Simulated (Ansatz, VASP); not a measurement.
# SnH2: VASP beside Ansatz

Aim: how closely do two programs agree when they are given the same cell, functional and k mesh? The cell is generated by rule, not measured, and may not be a known phase. The cell is taken from a series of runs on this material, whose earlier steps may have relaxed, scaled, displaced or heated it; both programs get it as it stands.

Program: Ansatz 0.2.0. Level of theory: plane waves, with VASP 6.6.1 beside it; single point at PBE. Results are calculated unless marked as measured.

The structure was built from a prototype and need not be the compound's stable phase.

## (1) The structure

It takes space group I-42d (No. 122, tetragonal). The conventional cell has a = 6.870 Å, b = 6.870 Å, c = 7.284 Å, α = 90.00°, β = 90.00°, γ = 90.00°. Sn has 2 H at 1.78 Å nearest. Nearest to H lie 1 Sn at 1.78 Å. Farther neighbours are not listed.

Structure file:

```cif
data_structure
_symmetry_space_group_name_H-M 'P 1'
_symmetry_Int_Tables_number 1
_cell_length_a 6.0713
_cell_length_b 6.0713
_cell_length_c 6.0713
_cell_angle_alpha 111.091
_cell_angle_beta 68.909
_cell_angle_gamma 73.722
_cell_volume 171.87
loop_
_atom_site_label
_atom_site_type_symbol
_atom_site_fract_x
_atom_site_fract_y
_atom_site_fract_z
_atom_site_occupancy
Sn1 Sn 0.00013 0.00000 0.99987 1
Sn2 Sn 0.49987 0.50000 0.00013 1
Sn3 Sn 0.25000 0.24987 0.49987 1
Sn4 Sn 0.75000 0.75013 0.50013 1
H5 H 0.07860 0.22877 0.31477 1
H6 H 0.42140 0.89337 0.30738 1
H7 H 0.91401 0.77123 0.69262 1
H8 H 0.58599 0.10663 0.68523 1
H9 H 0.47877 0.33599 0.19262 1
H10 H 0.14337 0.66401 0.18523 1
H11 H 0.02123 0.17140 0.81477 1
H12 H 0.35663 0.82860 0.80738 1
```

## (2) VASP: single point, PBE, pair 1

With cell and atoms fixed, the geometry can't cause a difference; cores, projectors, grids and the points listed under the comparison can.

Lines of VASP's logs that name or quote its potential files are left out, and so is its time.

INCAR reads:

```
SYSTEM = SnH2
PREC = Accurate
ENCUT = 500
EDIFF = 1E-06
NELM = 120
ISMEAR = 1
SIGMA = 0.2
LREAL = .FALSE.
ALGO = Normal
GGA = PE
NBANDS = 44
LORBIT = 11
LWAVE = .FALSE.
LCHARG = .FALSE.
ISIF = 2
LASPH = .TRUE.
GGA_COMPAT = .FALSE.
EFERMI = MIDGAP
KPAR = 2
```

POSCAR reads:

```
SnH2
1.0
    4.8575969519      0.0000000000      3.6419952209
    4.8575969519      0.0000000000     -3.6419952209
    0.0000000000      4.8575969519      3.6419952209
Sn H
4 8
Direct
    0.0001296344      1.0000000000      0.9998703656
    0.4998703656      0.5000000000      0.0001296344
    0.2500000000      0.2498703656      0.4998703656
    0.7500000000      0.7501296344      0.5001296344
    0.0786041667      0.2287738151      0.3147670530
    0.4213958333      0.8933712197      0.3073779818
    0.9140067621      0.7712261849      0.6926220182
    0.5859932379      0.1066287803      0.6852329470
    0.4787738151      0.3359932379      0.1926220182
    0.1433712197      0.6640067621      0.1852329470
    0.0212261849      0.1713958333      0.8147670530
    0.3566287803      0.8286041667      0.8073779818
```

KPOINTS reads:

```
Automatic mesh
0
Gamma
8 8 8
0 0 0
```

Potentials, in the order of the species: Sn_d and H (PBE family, release 64).

Command:

```sh
> mpirun -np 2 vasp_std
```

Numbers of over 12 decimals in the logs are rounded to 6 here.

The program printed:

```text
[banner, memory and clock lines left out]
running    2 mpi-ranks, on    1 nodes
 distrk:  each k-point on    1 cores,    2 groups
 distr:  one band on    1 cores,    1 groups

 POSCAR found type information on POSCAR SnH
 POSCAR found :  2 types and      12 ions
 LDA part: xc-table for (Slater+PW92), standard interpolation
 POSCAR, INCAR and KPOINTS ok, starting setup
 FFT: planning ... GRIDC
 FFT: planning ... GRID_SOFT
 FFT: planning ... GRID
 WAVECAR not read
 entering main loop
       N       E                     dE             d eps       ncg     rms          rms(c)
DAV:   1     0.620020233980E+03    0.62002E+03   -0.29794E+04  5460   0.191E+03
DAV:   2     0.582074182035E+02   -0.56181E+03   -0.54100E+03  5192   0.536E+02
DAV:   3    -0.339503889793E+02   -0.92158E+02   -0.89335E+02  5892   0.185E+02
DAV:   4    -0.391296759777E+02   -0.51793E+01   -0.51378E+01  6100   0.472E+01
DAV:   5    -0.392843974375E+02   -0.15472E+00   -0.15875E+00  7096   0.850E+00    0.895E+00
DAV:   6    -0.376979838485E+02    0.15864E+01   -0.93248E-01  6672   0.642E+00    0.457E+00
DAV:   7    -0.373117035540E+02    0.38628E+00   -0.17432E+00  6276   0.591E+00    0.886E-01
DAV:   8    -0.373239149791E+02   -0.12211E-01   -0.23716E-01  6040   0.361E+00    0.464E-01
DAV:   9    -0.373228211944E+02    0.10938E-02   -0.12028E-02  6700   0.918E-01    0.150E-01
DAV:  10    -0.373240070965E+02   -0.11859E-02   -0.52895E-03  6484   0.379E-01    0.105E-01
DAV:  11    -0.373241023467E+02   -0.95250E-04   -0.97574E-04  6536   0.240E-01    0.403E-02
DAV:  12    -0.373240591522E+02    0.43194E-04   -0.16869E-04  5912   0.864E-02    0.146E-02
DAV:  13    -0.373240556944E+02    0.34578E-05   -0.34484E-05  6196   0.230E-02    0.437E-03
DAV:  14    -0.373240557353E+02   -0.40905E-07   -0.23310E-06  5220   0.103E-02
   1 F= -.37324056E+02 E0= -.37324956E+02  d E =0.270184E-02
```

Parts of OUTCAR (step 2):

```text
ion  position               nearest neighbor table
   1  0.000  0.000  1.000-  11 1.78  12 1.78   5 2.22   7 2.22   2 3.64   2 3.64
   2  0.500  0.500  0.000-   9 1.78  10 1.78   8 2.22   6 2.22   1 3.64   1 3.64
   3  0.250  0.250  0.500-   5 1.78   6 1.78   9 2.22  11 2.22   4 3.64   4 3.64
   4  0.750  0.750  0.500-   7 1.78   8 1.78  10 2.22  12 2.22   3 3.64   3 3.64
   5  0.079  0.229  0.315-   3 1.78   1 2.22
   6  0.421  0.893  0.307-   3 1.78   2 2.22
   7  0.914  0.771  0.693-   4 1.78   1 2.22
   8  0.586  0.107  0.685-   4 1.78   2 2.22
   9  0.479  0.336  0.193-   2 1.78   3 2.22
  10  0.143  0.664  0.185-   2 1.78   4 2.22
  11  0.021  0.171  0.815-   1 1.78   3 2.22
  12  0.357  0.829  0.807-   1 1.78   4 2.22

  LATTYP: Found a body centered tetragonal cell.
 ALAT       =     6.8696794899
 C/A-ratio  =     1.0603100847

 Subroutine GETGRP returns: Found  8 space group operations
 (whereof  2 operations were pure point group operations)

The static configuration has the point symmetry C_2 .
 The point group associated with its full space group is D_2d.

 Found     59 irreducible k-points:

   k-points           NKPTS =     59   k-points in BZ     NKDIM =     59   number of bands    NBANDS=     44

   dimension x,y,z NGX =    48 NGY =   48 NGZ =   48
   dimension x,y,z NGXF=    96 NGYF=   96 NGZF=   96

   ENCUT  =  500.0 eV  36.75 Ry    6.06 a.u.  11.07 11.07 11.07*2*pi/ulx,y,z

   NELECT =      64.0000    total number of electrons

 k-points in reciprocal lattice and weights: Automatic mesh
   0.00000000  0.00000000  0.00000000       0.002
   0.12500000  0.00000000  0.00000000       0.016
   0.25000000  0.00000000  0.00000000       0.016
   0.37500000  0.00000000 -0.00000000       0.016
   0.50000000  0.00000000  0.00000000       0.008
   0.12500000  0.12500000  0.00000000       0.008
   0.25000000  0.12500000  0.00000000       0.031
   0.37500000  0.12500000 -0.00000000       0.031
   0.50000000  0.12500000 -0.00000000       0.031
[...]
0.37500000 -0.37500000  0.37500000       0.004
   0.50000000  0.50000000  0.50000000       0.002

 average (electrostatic) potential at core
       1-102.5431       2-102.5431       3-102.5431       4-102.5431       5 -32.6644
       6 -32.6644       7 -32.6644       8 -32.6644       9 -32.6644      10 -32.6644
      11 -32.6644      12 -32.6644

 E-fermi :   4.5431

 k-point     1 :       0.0000    0.0000    0.0000
  band No.  band energies     occupation
    ...
     28       0.6161      2.00000
     29       1.0744      2.00000
     30       1.0744      2.00000
     31       1.8950      2.00000
     32       2.9770      2.00000
     33       5.5494     -0.00000
     34       6.4808     -0.00000
     35       7.0618     -0.00000
     36       7.1541     -0.00000
     37       7.1541     -0.00000
    ...

 k-point     2 :       0.1250    0.0000    0.0000
  band No.  band energies     occupation
    ...
     28       0.4437      2.00000
     29       1.2827      2.00000
     30       1.3905      2.00000
     31       1.9317      2.00000
     32       3.2350      2.00000
     33       5.4151     -0.00000
     34       6.1629     -0.00000
     35       7.0773     -0.00000
     36       7.2567     -0.00000
     37       7.3949     -0.00000
    ...

 k-point     3 :       0.2500    0.0000    0.0000
  band No.  band energies     occupation
    ...
     28       0.3686      2.00000
     29       1.5936      2.00000
     30       1.7942      2.00000
     31       2.1610      2.00000
     32       3.7804      2.00000
     33       5.3705     -0.00000
     34       5.5723     -0.00000
     35       6.5989     -0.00000
     36       7.1318     -0.00000
     37       7.7502     -0.00000
    ...

  Total        3.0394432      3.0394432     13.1155898      0.0000000     -0.0000000      0.0000000
  in kB       28.3329820     28.3329820    122.2604770      0.0000000     -0.0000000      0.0000000
  external PRESSURE =      59.6421470 kB  Pullay stress =       0.0000000 kB

  energy-cutoff  :      500.00
  volume of cell :      171.87
      direct lattice vectors                 reciprocal lattice vectors
     4.857596952  0.000000000  3.641995221     0.102931553 -0.102931553  0.137287385
     4.857596952  0.000000000 -3.641995221     0.102931553  0.102931553 -0.137287385
     0.000000000  4.857596952  3.641995221     0.000000000  0.205863107  0.000000000

 POSITION                                       TOTAL-FORCE (eV/Angst)
 -----------------------------------------------------------------------------------
      0.00063      4.85697      3.64200        -0.859418      0.859418      0.000000
      4.85697      0.00063     -0.00000         0.859418     -0.859418     -0.000000
      2.42817      2.42817      1.82100         0.859418      0.859418      0.000000
      7.28703      2.42943      1.82100        -0.859418     -0.859418     -0.000000
      1.49312      1.52901      0.59946        -0.551394     -0.354361     -0.572502
      6.38661      1.49312     -0.59946        -0.354361     -0.551394      0.572502
      8.18618      3.36448      3.04253         0.354361      0.551394      0.572502
      3.36448      3.32859      4.24146         0.551394      0.354361     -0.572502
      3.95781      0.93568      1.22153        -0.354361      0.551394      0.572502
      3.92192      0.89979     -1.22153        -0.551394      0.354361     -0.572502
      0.93568      3.95781      2.42046         0.551394     -0.354361     -0.572502
      5.75738      3.92192      1.22153         0.354361     -0.551394      0.572502
 -----------------------------------------------------------------------------------
    total drift:                               -0.000000      0.000000     -0.000000

  FREE ENERGIE OF THE ION-ELECTRON SYSTEM (eV)
  ---------------------------------------------------
  free  energy   TOTEN  =       -37.3240557353 eV

  energy  without entropy=      -37.3267575718  energy(sigma->0) =      -37.32495635

 total charge
# of ion       s       p       d       tot
------------------------------------------
    1        1.306   0.967  10.016  12.289
    2        1.306   0.967  10.016  12.289
    3        1.306   0.967  10.016  12.289
    4        1.306   0.967  10.016  12.289
    5        0.536   0.011   0.000   0.547
    6        0.536   0.011   0.000   0.547
    7        0.536   0.011   0.000   0.547
    8        0.536   0.011   0.000   0.547
    9        0.536   0.011   0.000   0.547
   10        0.536   0.011   0.000   0.547
   11        0.536   0.011   0.000   0.547
   12        0.536   0.011   0.000   0.547
--------------------------------------------------
tot          9.512   3.954  40.065  53.532

[... 3 further parts left out ...]
```

Methfessel-Paxton smearing is not meant for a cell with a gap.

## (3) Ansatz: single point, PBE, pair 1

Ansatz runs on its default PAW (the set named soft_2) files.

The same cell, functional, mesh and smearing now go to Ansatz, which takes its cutoff from its data sets.

input.yaml reads:

```yaml
crystal:
  lattice:
    - [4.8575969519, 0.0, 3.6419952209]
    - [4.8575969519, 0.0, -3.6419952209]
    - [0.0, 4.8575969519, 3.6419952209]
  atoms:
    - { symbol: Sn, position: [0.0001296344, 0.0, -0.0001296344] }
    - { symbol: Sn, position: [0.4998703656, 0.5, 0.0001296344] }
    - { symbol: Sn, position: [0.25, 0.2498703656, 0.4998703656] }
    - { symbol: Sn, position: [0.75, 0.7501296344, 0.5001296344] }
    - { symbol: H, position: [0.0786041667, 0.2287738151, 0.314767053] }
    - { symbol: H, position: [0.4213958333, 0.8933712197, 0.3073779818] }
    - { symbol: H, position: [-0.0859932379, 0.7712261849, 0.6926220182] }
    - { symbol: H, position: [0.5859932379, 0.1066287803, 0.685232947] }
    - { symbol: H, position: [0.4787738151, 0.3359932379, 0.1926220182] }
    - { symbol: H, position: [0.1433712197, 0.6640067621, 0.185232947] }
    - { symbol: H, position: [1.0212261849, 0.1713958333, 0.814767053] }
    - { symbol: H, position: [0.3566287803, 0.8286041667, 0.8073779818] }
kpoints:
  mp_grid: { grid: [8, 8, 8] }
hamiltonian:
  xc: pbe
scf:
  occupations: { method: methfessel_paxton, width: 0.2 }
output:
  forces: true
  stress: true
  eigenvalues: true
```

Command:

```sh
> ansatz run input.yaml --threads 8 --pin off --max-ram 14336MiB --backend cpu --events-out ev --progress --plain --runs-dir out
```

The program printed:

```text
Engine: ansatz 0.2.0, aarch64-unknown-linux-gnu
Pseudopotentials: kind: paw
Pseudopotential: Sn, paw, valence charge 14, recommended cutoff 420 eV (normal), Sn.paw.azcp
Pseudopotential: H, paw, valence charge 1, recommended cutoff 420 eV (normal), H.paw.azcp
Functional definition: PBE
  parameter kappa = 0.804
  parameter beta = 0.066725
  exchange = pbe_x(kappa = kappa, mu = beta*pi^2/3)
  correlation = pbe_c(beta = beta)
Crystal: 12 atoms, lattice volume = 171.875 Å³
Basis set: ecut = 420 eV, 3329 PW (Γ), exchange–correlation on 90×90×90 points (8 copies of the dense FFT grid, shifted against one another)
Bands: 44, of which v1, the nominal top of the filled ones, is band 32 counted from 1 (31 counted from 0)
Symmetry: 8 space group operations
Space group: I-42d (ITA 122), of the structure as read, at distance tolerance 5.6e-5 Å
k-points: 59 of 512 (time reversal used)
Non-local potential: Sn, projectors of the file, l = 0: 2, l = 1: 2, l = 2: 2, l = 3: 2
Non-local potential: H, projectors of the file, l = 0: 2, l = 1: 1
PAW form: soft (Blöchl's): semilocal exchange-correlation on the pseudo side does not see the compensation charge
PAW one-centre angular grid: Sn, 590 points (default); XC on 64 Gauss nodes
PAW one-centre angular grid: H, 110 points (default); XC on 64 Gauss nodes
Initial density: superposition of atomic densities (neutral atoms: chi_scale 0, normalization atom), corrected by the library's trained network
Initial wavefunctions: pseudopotential atomic-orbital guess
Functional: x = pbe(κ = 0.804, μ = 0.219515), c = pbe(β = 0.066725)
SCF iter   1: F=—  HF=-24218.697814 eV  |F-HF|=—  |Δ(HF+E_count)|=         —  Δρ=3.29e-3  dr2=2.07e-2  ethr=1.77e-3  ⟨swp⟩=7.3  Hψ=11574  notcnv=0
preconditioner: auto → Resta (q_TF=auto, 2.314 Å⁻¹)  ε∞=2.4  [insulator: Δε(μ)=0.622 eV  Ē_g=19.265 eV  σ=0.200 eV  W_gap=1.05  n_scr=42 (ndim 8)  ℏωp=22.7 eV  f_vac=0.001  D(μ)=-0.06/eV (n_scr^D=0)  ε∞_Penn≈2.4]
SCF iter   2: F=—  HF=-24218.693549 eV  |F-HF|=—  |Δ(HF+E_count)|=   4.26e-3  S|Δr|=    0.00e0  Δρ=2.06e-3  dr2=5.71e-3  ethr=3.23e-5  ⟨swp⟩=2.4  Hψ=4717  notcnv=0
SCF iter   3: F=—  HF=-24218.694610 eV  |F-HF|=—  |Δ(HF+E_count)|=   1.06e-3  S|Δr|=    0.00e0  Δρ=4.95e-4  dr2=5.72e-4  ethr=8.93e-6  ⟨swp⟩=2.4  Hψ=4157  notcnv=0
automatic band count: iteration 3 solves 43 bands in place of 44: the levels show a gap, and the empty bands left out lie too high to hold charge; the band table lists the bands solved (type scf.n_extra_bands for more)
SCF iter   4: F=—  HF=-24218.694600 eV  |F-HF|=—  |Δ(HF+E_count)|=   9.93e-6  S|Δr|=    0.00e0  Δρ=1.77e-4  dr2=5.39e-5  ethr=8.93e-7  ⟨swp⟩=2.2  Hψ=4082  notcnv=0
SCF iter   5: F=—  HF=-24218.694656 eV  |F-HF|=—  |Δ(HF+E_count)|=   5.55e-5  S|Δr|=    0.00e0  Δρ=2.92e-5  dr2=1.89e-6  ethr=8.42e-8  ⟨swp⟩=2.0  Hψ=4154  notcnv=0
SCF iter   6: F=—  HF=-24218.694659 eV  |F-HF|=—  |Δ(HF+E_count)|=   2.98e-6  S|Δr|=    0.00e0  Δρ=1.40e-5  dr2=2.63e-7  ethr=2.95e-9  ⟨swp⟩=3.0  Hψ=4167  notcnv=0
SCF iter   7: F=-24218.694659 eV  HF=-24218.694659 eV  |F-HF|=2.91e-9  |Δ(HF+E_count)|=   6.74e-8  S|Δr|=    0.00e0  Δρ=1.63e-6  dr2=5.56e-9  ethr=1.56e-10  ⟨swp⟩=10.6  Hψ=11854  notcnv=0
SCF 1 converged in 7 iterations: F = -24218.694659 eV  dr2 = 5.56e-9
  greatest PAW one-centre occupation: 0.992 electrons in one spin orbital (limit 2), on the Sn atom at site 3 (counted from 0), in its partial waves of l = 2
SCF converged after 7 iterations
Stability not checked: this state was not tested for a lower state beside it, because cold or Methfessel-Paxton smearing, or corrected tetrahedra, fill the levels in a way that the test cannot read (fill_not_monotonic; see scf.lower_state_search)
Free energy (F): -24218.694659 eV
Harris-Foulkes:  -24218.694659 eV  (|F-HF|=2.91e-9)
Internal energy: -24218.696539 eV  (E = F + TS)
E sigma→0 (E₀):  -24218.695129 eV
Entropy (-TS):   0.001880 eV (0.157 meV/atom)
Fermi energy:    6.187437 eV
Step filling:    the computed levels leave a gap of 0.6177 eV = 3.1 smearing widths at the electron count; against every level under it full and every level over it empty, smearing changes F+E_penalty+E_count by +0.245 meV and its σ→0 estimate by -0.225 meV
--- Per-component energies (eV) ---
  E_band       = -571.292977
  E_kinetic    = 855.627364
  E_local      = -4519.987306  (includes V_loc(G=0)·N_el)
  E_nonlocal   = -117.993198
  E_hartree    = 2552.547777
  E_xc         = -1603.551842
  E_vxc        = -478.042507  (∫ρ·V_xc dr)
  E_paw        = -16543.230665  (= ΣΔE_a)
  E_vpaw       = -1415.981331  (= ΣTr[D̂ρ^β])
  E_aug_tail   = -0.009374  (compensation charges beyond the density's cutoff)
  E_ewald      = -4842.099296
  E_smearing   = 0.001880  (= −TS)
  E_closure    = 0.000000  (closes the sum)
  Σ components = -24218.694659   (vs F -24218.694659, Δ=0.00e0)
--- Forces (eV/Å), atoms counted from 1 ---
  atom   1  Sn    -0.85960557     0.85960557    -0.00000000
  atom   2  Sn     0.85960557    -0.85960557     0.00000000
  atom   3  Sn     0.85960557     0.85960557     0.00000000
  atom   4  Sn    -0.85960557    -0.85960557    -0.00000000
  atom   5  H     -0.55241990    -0.35559052    -0.57590135
  atom   6  H     -0.35559052    -0.55241990     0.57590135
  atom   7  H      0.35559052     0.55241990     0.57590135
  atom   8  H      0.55241990     0.35559052    -0.57590135
  atom   9  H     -0.35559052     0.55241990     0.57590135
  atom  10  H     -0.55241990     0.35559052    -0.57590135
  atom  11  H      0.55241990    -0.35559052    -0.57590135
  atom  12  H      0.35559052    -0.55241990     0.57590135
  max |Σ_I F_I| component: 1.11e-16 eV/Å
--- Stress (GPa, compression-positive) ---
        2.984116      -0.000000      -0.000000
       -0.000000       2.984116       0.000000
       -0.000000       0.000000      12.434968
  P = ⅓ Tr σ = 6.1344 GPa (61.344 kbar)
--- Band table (eV; the first three rows and the last of 59) ---
  k-point 0: bands = [... 28 lower, 2.9300, 2.9300, 3.7503, 4.8331, 7.4150, 8.3479, 8.9244, 9.0190, ... 7 higher]
  k-point 1: bands = [... 28 lower, 3.1828, 3.3539, 3.9024, 4.9824, 7.5093, 7.7437, 8.5181, 9.1588, ... 7 higher]
  k-point 2: bands = [... 28 lower, 3.6429, 4.0776, 4.3093, 5.3435, 7.0897, 7.5603, 7.7910, 8.6988, ... 7 higher]
  k-point 58: bands = [... 28 lower, 3.2092, 3.2092, 5.5090, 5.5090, 8.8928, 8.8928, 9.6224, 9.6224, ... 7 higher]
```

The column dr2 measures how far the density is from self-consistency, as an energy; F and HF (Harris–Foulkes) agree once it is small.

The run ends at a pressure of 6.13 GPa, with forces up to 1.2 eV/Å.

## (4) Comparison

Known differences besides the potentials themselves: the cutoff is 420 eV in Ansatz and 500 eV in VASP. Total energies have different zeros and are not compared.

Both answers:

| quantity | Ansatz | VASP | difference |
| --- | --- | --- | --- |
| pressure (GPa) | 6.13 | 5.96 | +0.17 |
| gap on the k mesh (eV) | 0.618 | 0.610 | +0.008 |

Forces on 8 of the 12 atoms, those with the largest forces and the largest differences (eV/Å; atoms numbered as in POSCAR):

```
atom         Ansatz x, y, z           VASP x, y, z
 Sn1   -0.860, 0.860, 0.000   -0.859, 0.859, 0.000
 Sn2   0.860, -0.860, 0.000   0.859, -0.859, 0.000
 Sn3    0.860, 0.860, 0.000    0.859, 0.859, 0.000
 Sn4  -0.860, -0.860, 0.000  -0.859, -0.859, 0.000
  H6  -0.356, -0.552, 0.576  -0.354, -0.551, 0.573
  H7    0.356, 0.552, 0.576    0.354, 0.551, 0.573
 H10  -0.552, 0.356, -0.576  -0.551, 0.354, -0.573
 H12   0.356, -0.552, 0.576   0.354, -0.551, 0.573
```

The forces differ by 1.8 meV/Å r.m.s., which is 0.3 % of the r.m.s. force of 0.577 eV/Å (both taken over all components). A gap on the mesh is an upper bound, since the band edges may lie between its points.

[end of part 1 of 2]

[Lines on the potential files, build, host, timing and source positions are cut from VASP's logs without a mark.]

[Logs are printed without paths, hosts, clocks, repeated set-up lines and the standing remarks that a program may print on its own settings, such as how far it seeks lower states.]

[Hosts, paths, dates, database ids (printed as entryN), source tags and the programs' standing remarks are cut or masked in the printed files.]
